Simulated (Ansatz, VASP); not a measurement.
# Si2W in two plane-wave programs, part 2 of 2

Wanted: the spread between two codes on one cell, functional and k mesh. The cell is taken from a series of runs on this material, whose earlier steps may have relaxed, scaled, displaced or heated it; both programs get it as it stands.

VASP 6.6.1 and Ansatz 0.2.0.

So far: Set-up; Ansatz: zone-centre phonons, PBEsol.

## (3) VASP: zone-centre phonons, PBEsol

Level of this step: PBEsol; plane waves and PAW (Si, W) (VASP).

The same cell, functional, mesh and smearing now go to VASP, with its own data sets.

Lines of VASP's logs that name or quote its potential files are left out, and so is its time.

The input, INCAR:

```
SYSTEM = Si2W
PREC = Accurate
ENCUT = 600
EDIFF = 1E-08
NELM = 120
ISMEAR = 1
SIGMA = 0.2
LREAL = .FALSE.
ALGO = Normal
GGA = PS
NBANDS = 13
LASPH = .TRUE.
LORBIT = 11
LWAVE = .FALSE.
LCHARG = .FALSE.
ISIF = 2
IBRION = 8
GGA_COMPAT = .FALSE.
KPAR = 2
```

The input, POSCAR:

```
Si2W
1.0
   -1.6071911619      1.6071911619      3.8297991691
    1.6071911619     -1.6071911619      3.8297991691
    1.6071911619      1.6071911619     -3.8297991691
Si W
2 1
Direct
    0.3343280644      0.3343280644      0.0000000000
    0.6656719356      0.6656719356      0.0000000000
    0.0000000000      0.0000000000      0.0000000000
```

The input, KPOINTS:

```
Automatic mesh
0
Gamma
20 20 20
0 0 0
```

PAW data sets: Si and W (PBE family, release 64).

Command:

```bash
> mpirun -np 2 vasp_std
```

Numbers of over 12 decimals in the logs are rounded to 6 here.

The log of the run:

```text
[banner, memory and clock lines left out]
running    2 mpi-ranks, on    1 nodes
 distrk:  each k-point on    1 cores,    2 groups
 distr:  one band on    1 cores,    1 groups

 POSCAR found type information on POSCAR SiW
 POSCAR found :  2 types and       3 ions
|                                                                             |
|               ----> ADVICE to this user running VASP <----                  |
|                                                                             |
|     You enforced a specific xc type in the INCAR file but a different       |
|     [... a line on the potential file left out ...]
|     I HOPE YOU KNOW WHAT YOU ARE DOING!                                     |
|                                                                             |

 LDA part: xc-table for (Slater+PW92), standard interpolation
 POSCAR, INCAR and KPOINTS ok, starting setup
 FFT: planning ... GRIDC
 FFT: planning ... GRID_SOFT
 FFT: planning ... GRID
 WAVECAR not read
 entering main loop
       N       E                     dE             d eps       ncg     rms          rms(c)
DAV:   1     0.335031390459E+02    0.33503E+02   -0.66231E+03 16666   0.106E+03
DAV:   2    -0.248038623767E+02   -0.58307E+02   -0.53242E+02 20259   0.205E+02
DAV:   3    -0.275450811808E+02   -0.27412E+01   -0.26550E+01 22863   0.352E+01
DAV:   4    -0.275830248390E+02   -0.37944E-01   -0.37879E-01 20029   0.473E+00
DAV:   5    -0.275836077682E+02   -0.58293E-03   -0.58270E-03 23678   0.512E-01    0.273E+01
DAV:   6    -0.268419178622E+02    0.74169E+00   -0.20010E+00 25144   0.904E+00    0.116E+01
DAV:   7    -0.267203096185E+02    0.12161E+00   -0.17263E-01 18927   0.281E+00    0.548E+00
DAV:   8    -0.266973333069E+02    0.22976E-01   -0.33017E-02 21800   0.128E+00    0.521E-01
DAV:   9    -0.266971585197E+02    0.17479E-03   -0.16960E-03 19819   0.286E-01    0.275E-01
DAV:  10    -0.266971257832E+02    0.32736E-04   -0.23521E-04 20987   0.974E-02    0.409E-02
DAV:  11    -0.266971142877E+02    0.11496E-04   -0.30619E-05 20777   0.409E-02    0.175E-02
DAV:  12    -0.266971143219E+02   -0.34214E-07   -0.13267E-06 20961   0.867E-03    0.595E-03
DAV:  13    -0.266971142299E+02    0.92007E-07   -0.13893E-07 20364   0.261E-03    0.144E-03
DAV:  14    -0.266971142073E+02    0.22524E-07   -0.68174E-09 12877   0.615E-04    0.466E-04
DAV:  15    -0.266971142076E+02   -0.22305E-09   -0.67046E-10 10573   0.247E-04
   1 F= -.26697114E+02 E0= -.26697464E+02  d E =0.105067E-02
 Linear response reoptimize wavefunctions to high precision
DAV:   1    -0.266971142137E+02   -0.61343E-08   -0.11122E-10 12727   0.933E-05
DAV:   2    -0.266971142137E+02    0.31832E-11   -0.20647E-11 10153   0.460E-05
 Linear response DOF=           4
 Linear response progress:
  Degree of freedom:   1/  4
       N       E                     dE             d eps       ncg     rms          rms(c)
RMM:   1    -0.181616447122E-01   -0.18162E-01    0.15455E-02136459   0.900E-01
RMM:   2    -0.167245390335E-01    0.14371E-02   -0.70918E-04 88566   0.218E-01    0.955E-02
RMM:   3    -0.167940813378E-01   -0.69542E-04   -0.15165E-04 89101   0.622E-02    0.521E-02
RMM:   4    -0.169542562504E-01   -0.16017E-03   -0.93543E-05 88736   0.464E-02    0.120E-02
RMM:   5    -0.169385216556E-01    0.15735E-04   -0.17799E-06 92587   0.931E-03    0.119E-03
RMM:   6    -0.169439629680E-01   -0.54413E-05   -0.23085E-07 93832   0.170E-03    0.697E-04
RMM:   7    -0.169433059298E-01    0.65704E-06    0.62747E-09 95241   0.387E-04    0.637E-05
RMM:   8    -0.169437802386E-01   -0.47431E-06   -0.10380E-08 96654   0.128E-04    0.158E-05
RMM:   9    -0.169437457610E-01    0.34478E-07   -0.15315E-10 99518   0.314E-05    0.254E-06
RMM:  10    -0.169437509438E-01   -0.51827E-08   -0.12511E-09 99478   0.113E-05    0.105E-06
 first order change of Fermi-energy   0.17394E-04
 force on displaced ion       1 direction 1 :  -8.976  -0.000  -0.000
 Linear response progress:
  Degree of freedom:   2/  4
       N       E                     dE             d eps       ncg     rms          rms(c)
RMM:   1    -0.251362392913E-01   -0.25136E-01    0.39031E-02 42122   0.111E+00
RMM:   2    -0.224087947524E-01    0.27274E-02   -0.11485E-03 26811   0.280E-01    0.146E-01
RMM:   3    -0.224094878576E-01   -0.69311E-06   -0.40916E-04 26966   0.977E-02    0.913E-02
RMM:   4    -0.225135562632E-01   -0.10407E-03   -0.77062E-05 27919   0.420E-02    0.339E-02
RMM:   5    -0.225428186212E-01   -0.29262E-04   -0.28175E-06 28213   0.924E-03    0.115E-02
RMM:   6    -0.225456910314E-01   -0.28724E-05   -0.27771E-07 28282   0.305E-03    0.185E-03
RMM:   7    -0.225441238191E-01    0.15672E-05   -0.79347E-08 28874   0.113E-03    0.609E-04
RMM:   8    -0.225441223817E-01    0.14374E-08   -0.40071E-09 29653   0.218E-04    0.120E-04
 first order change of Fermi-energy  -0.45109E+00
 force on displaced ion       1 direction 3 :   0.000   0.000 -16.357
 Linear response progress:
  Degree of freedom:   3/  4
       N       E                     dE             d eps       ncg     rms          rms(c)
RMM:   1    -0.120975979611E+00   -0.12098E+00   -0.10424E-01 59370   0.179E+00
RMM:   2    -0.119849207255E+00    0.11268E-02   -0.13614E-03 47314   0.264E-01    0.155E-01
RMM:   3    -0.119486324086E+00    0.36288E-03   -0.20305E-04 48492   0.803E-02    0.880E-02
RMM:   4    -0.119594615414E+00   -0.10829E-03   -0.24941E-04 47950   0.919E-02    0.122E-02
RMM:   5    -0.119583849977E+00    0.10765E-04   -0.73699E-06 51644   0.176E-02    0.351E-03
RMM:   6    -0.119589264037E+00   -0.54141E-05   -0.13824E-07 51076   0.224E-03    0.845E-04
RMM:   7    -0.119588698804E+00    0.56523E-06   -0.13175E-08 52819   0.582E-04    0.124E-04
RMM:   8    -0.119588612846E+00    0.85958E-07   -0.60901E-09 53038   0.144E-04    0.306E-05
RMM:   9    -0.119588372702E+00    0.24014E-06   -0.59675E-09 54364   0.520E-05    0.613E-06
RMM:  10    -0.119588326465E+00    0.46236E-07    0.26968E-09 55448   0.259E-05    0.273E-06
RMM:  11    -0.119588350322E+00   -0.23856E-07   -0.97736E-09 54277   0.205E-05    0.178E-07
RMM:  12    -0.119588349632E+00    0.68975E-09   -0.47008E-09 38593   0.161E-05    0.757E-08
 first order change of Fermi-energy  -0.84515E-03
 force on displaced ion       3 direction 1 : -11.171   0.000   0.000
 Linear response progress:
  Degree of freedom:   4/  4
       N       E                     dE             d eps       ncg     rms          rms(c)
RMM:   1    -0.138197136806E+00   -0.13820E+00   -0.12672E-01 32494   0.187E+00
RMM:   2    -0.134101418993E+00    0.40957E-02   -0.20293E-03 25846   0.312E-01    0.188E-01
RMM:   3    -0.133465975844E+00    0.63544E-03   -0.64687E-04 26816   0.125E-01    0.101E-01
RMM:   4    -0.133533662871E+00   -0.67687E-04   -0.31680E-04 26761   0.994E-02    0.253E-02
RMM:   5    -0.133591388039E+00   -0.57725E-04   -0.37407E-05 27108   0.361E-02    0.715E-03
RMM:   6    -0.133598244866E+00   -0.68568E-05   -0.59298E-07 29253   0.470E-03    0.150E-03
RMM:   7    -0.133592404452E+00    0.58404E-05   -0.78638E-08 27961   0.136E-03    0.230E-04
RMM:   8    -0.133593076672E+00   -0.67222E-06   -0.36339E-09 29324   0.299E-04    0.929E-05
RMM:   9    -0.133593115750E+00   -0.39078E-07   -0.12819E-09 30034   0.687E-05    0.374E-05
RMM:  10    -0.133593020171E+00    0.95580E-07   -0.26498E-10 29925   0.311E-05    0.352E-06
RMM:  11    -0.133593037638E+00   -0.17467E-07   -0.38149E-09 30503   0.167E-05    0.117E-06
RMM:  12    -0.133593038509E+00   -0.87120E-09   -0.22475E-11 23644   0.130E-05    0.261E-07
 first order change of Fermi-energy   0.52851E-03
 force on displaced ion       3 direction 3 :  -0.000  -0.000 -17.402
 Linear response finished
```

Parts of OUTCAR (step 3):

```text
ion  position               nearest neighbor table
   1  0.334  0.334  0.000-   2 2.54   3 2.56   3 2.60   3 2.60   3 2.60   3 2.60   2 2.61   2 2.61
                             2 2.61   2 2.61
   2  0.666  0.666  0.000-   1 2.54   3 2.56   3 2.60   3 2.60   3 2.60   3 2.60   1 2.61   1 2.61
                             1 2.61   1 2.61
   3  0.000  0.000  0.000-   1 2.56   2 2.56   2 2.60   1 2.60   2 2.60   2 2.60   2 2.60   1 2.60
                             1 2.60   1 2.60

  LATTYP: Found a body centered tetragonal cell.
 ALAT       =     3.2143823238
 C/A-ratio  =     2.3829145281

 Subroutine GETGRP returns: Found 16 space group operations
 (whereof 16 operations were pure point group operations)

The static configuration has the point symmetry D_4h.

 Found    641 irreducible k-points:

   k-points           NKPTS =    641   k-points in BZ     NKDIM =    641   number of bands    NBANDS=     13

   dimension x,y,z NGX =    36 NGY =   36 NGZ =   36
   dimension x,y,z NGXF=    72 NGYF=   72 NGZF=   72

   ENCUT  =  600.0 eV  44.10 Ry    6.64 a.u.   8.89  8.89  8.89*2*pi/ulx,y,z

   NELECT =      14.0000    total number of electrons

 k-points in reciprocal lattice and weights: Automatic mesh
   0.00000000  0.00000000  0.00000000       0.000
   0.05000000  0.00000000 -0.00000000       0.001
   0.10000000 -0.00000000  0.00000000       0.001
   0.15000000  0.00000000  0.00000000       0.001
   0.20000000 -0.00000000  0.00000000       0.001
   0.25000000  0.00000000  0.00000000       0.001
   0.30000000  0.00000000  0.00000000       0.001
   0.35000000  0.00000000  0.00000000       0.001
   0.40000000 -0.00000000  0.00000000       0.001
[...]
-0.45000000 -0.45000000  0.45000000       0.000
   0.50000000  0.50000000  0.50000000       0.000

 average (electrostatic) potential at core
       1 -78.7829       2 -78.7829       3 -34.3163

  Total       -0.0589918     -0.0589918      2.8072420      0.0000000     -0.0000000      0.0000000
  in kB       -2.3885318     -2.3885318    113.6630686      0.0000000     -0.0000000      0.0000000
  external PRESSURE =      36.2953350 kB  Pullay stress =       0.0000000 kB

  energy-cutoff  :      600.00
  volume of cell :       39.57
      direct lattice vectors                 reciprocal lattice vectors
    -1.607191162  1.607191162  3.829799169     0.000000000  0.311101761  0.130555149
     1.607191162 -1.607191162  3.829799169     0.311101761  0.000000000  0.130555149
     1.607191162  1.607191162 -3.829799169     0.311101761  0.311101761  0.000000000

 POSITION                                       TOTAL-FORCE (eV/Angst)
 -----------------------------------------------------------------------------------
      0.00000      0.00000      2.56082        -0.000000     -0.000000      0.002414
      0.00000      0.00000      5.09878         0.000000      0.000000     -0.002414
      0.00000      0.00000      0.00000        -0.000000     -0.000000     -0.000000
 -----------------------------------------------------------------------------------
    total drift:                                0.000000      0.000000     -0.000000

 Eigenvectors and eigenvalues of the dynamical matrix
 ----------------------------------------------------

   1 f  =   14.455902 THz    90.829111 2PiTHz  482.196985 cm-1    59.784780 meV
             X         Y         Z           dx          dy          dz
      0.000000  0.000000  2.560819    -0.000000   -0.000000    0.707107
      0.000000  0.000000  5.098780     0.000000    0.000000   -0.707107
      0.000000  0.000000  0.000000     0.000000   -0.000000    0.000000

   2 f  =   10.374411 THz    65.184345 2PiTHz  346.053094 cm-1    42.905096 meV
             X         Y         Z           dx          dy          dz
      0.000000  0.000000  2.560819    -0.691732    0.146653    0.000000
      0.000000  0.000000  5.098780     0.691732   -0.146653   -0.000000
      0.000000  0.000000  0.000000     0.000000    0.000000   -0.000000

   3 f  =   10.374411 THz    65.184345 2PiTHz  346.053094 cm-1    42.905096 meV
             X         Y         Z           dx          dy          dz
      0.000000  0.000000  2.560819     0.146653    0.691732    0.000000
      0.000000  0.000000  5.098780    -0.146653   -0.691732   -0.000000
      0.000000  0.000000  0.000000    -0.000000    0.000000   -0.000000

   4 f  =    9.942311 THz    62.469382 2PiTHz  331.639795 cm-1    41.118076 meV
             X         Y         Z           dx          dy          dz
      0.000000  0.000000  2.560819     0.000000   -0.000000    0.618860
      0.000000  0.000000  5.098780     0.000000   -0.000000    0.618860
      0.000000  0.000000  0.000000     0.000000    0.000000   -0.483761

   5 f  =    7.964814 THz    50.044400 2PiTHz  265.677585 cm-1    32.939808 meV
             X         Y         Z           dx          dy          dz
      0.000000  0.000000  2.560819    -0.235879    0.572113    0.000000
      0.000000  0.000000  5.098780    -0.235879    0.572113   -0.000000
      0.000000  0.000000  0.000000     0.184422   -0.447308   -0.000000

   6 f  =    7.964814 THz    50.044400 2PiTHz  265.677585 cm-1    32.939808 meV
             X         Y         Z           dx          dy          dz
      0.000000  0.000000  2.560819     0.572113    0.235879   -0.000000
      0.000000  0.000000  5.098780     0.572113    0.235879    0.000000
      0.000000  0.000000  0.000000    -0.447308   -0.184422   -0.000000

   7 f/i=    0.000035 THz     0.000219 2PiTHz    0.001162 cm-1     0.000144 meV
             X         Y         Z           dx          dy          dz
      0.000000  0.000000  2.560819     0.000000    0.000000    0.342071
      0.000000  0.000000  5.098780     0.000000    0.000000    0.342071
      0.000000  0.000000  0.000000     0.000000    0.000000    0.875200

   8 f/i=    0.000690 THz     0.004338 2PiTHz    0.023028 cm-1     0.002855 meV
             X         Y         Z           dx          dy          dz
      0.000000  0.000000  2.560819    -0.321008   -0.118330    0.000000
      0.000000  0.000000  5.098780    -0.321008   -0.118330    0.000000
      0.000000  0.000000  0.000000    -0.821147   -0.302691    0.000000

   9 f/i=    0.000690 THz     0.004338 2PiTHz    0.023028 cm-1     0.002855 meV
             X         Y         Z           dx          dy          dz
      0.000000  0.000000  2.560819    -0.118330    0.321008   -0.000000
      0.000000  0.000000  5.098780    -0.118330    0.321008   -0.000000
      0.000000  0.000000  0.000000    -0.302691    0.821147   -0.000000

 ELASTIC MODULI CONTR FROM IONIC RELAXATION (kBar)
 Direction    XX          YY          ZZ          XY          YZ          ZX
 --------------------------------------------------------------------------------
 XX         -21.1513    -21.1513    -16.9584      0.0000      0.0000      0.0000
 YY         -21.1513    -21.1513    -16.9584      0.0000      0.0000      0.0000
 ZZ         -16.9584    -16.9584    -13.5966      0.0000      0.0000      0.0000
 XY           0.0000      0.0000      0.0000      0.0000      0.0000      0.0000
 YZ           0.0000      0.0000      0.0000      0.0000    -31.4402     -0.0000
 ZX           0.0000      0.0000      0.0000      0.0000     -0.0000    -11.7084
 --------------------------------------------------------------------------------
```

## (4) Comparison

Known differences besides the potentials themselves: the data sets hold 22 valence electrons in Ansatz (on its PAW soft_1 files) and 14 in VASP; the cutoff is 420 eV in Ansatz and 600 eV in VASP; Ansatz makes its cores anew for this functional, VASP keeps those of its PBE data sets. Total energies have different zeros and are not compared.

The two programs side by side:

| quantity | Ansatz | VASP | difference |
| --- | --- | --- | --- |
| optical mode 1 to 2 (cm⁻¹) | 263.4 | 265.7 | -0.86 % |
| optical mode 3 (cm⁻¹) | 329.4 | 331.6 | -0.68 % |
| optical mode 4 to 5 (cm⁻¹) | 343.8 | 346.1 | -0.64 % |
| optical mode 6 (cm⁻¹) | 479.4 | 482.2 | -0.58 % |

Modes are paired by rising frequency, not by their patterns, so a pair may set unlike modes beside each other; they are those without the splitting of longitudinal modes.

## (5) Outcome

```
r.m.s. difference of the optical zone-centre modes, each program's sorted by frequency (zone-centre phonons, PBEsol) : 2.3 cm⁻¹
difference in optical mode 1 to 2 (zone-centre phonons, PBEsol)                                                      : -0.9 %
```

In words: The r.m.s. difference of the optical zone-centre modes, each program's sorted by frequency is 2.3 cm⁻¹ (zone-centre phonons, PBEsol). The data sets hold unlike numbers of valence electrons (22 in Ansatz and 14 in VASP), so part of the differences comes from the potentials. Among the rows given in per cent, the largest difference of the zone-centre phonons, PBEsol pair is in optical mode 1 to 2, -0.9 %. How closely two codes agree says nothing of how well the functional describes the real material.

[Lines on the potential files, build, host, timing and source positions are cut from VASP's logs without a mark.]

[Logs are printed without paths, hosts, clocks, repeated set-up lines and the standing remarks that a program may print on its own settings, such as how far it seeks lower states.]

[Hosts, paths, dates, database ids (printed as entryN), source tags and the programs' standing remarks are cut or masked in the printed files.]
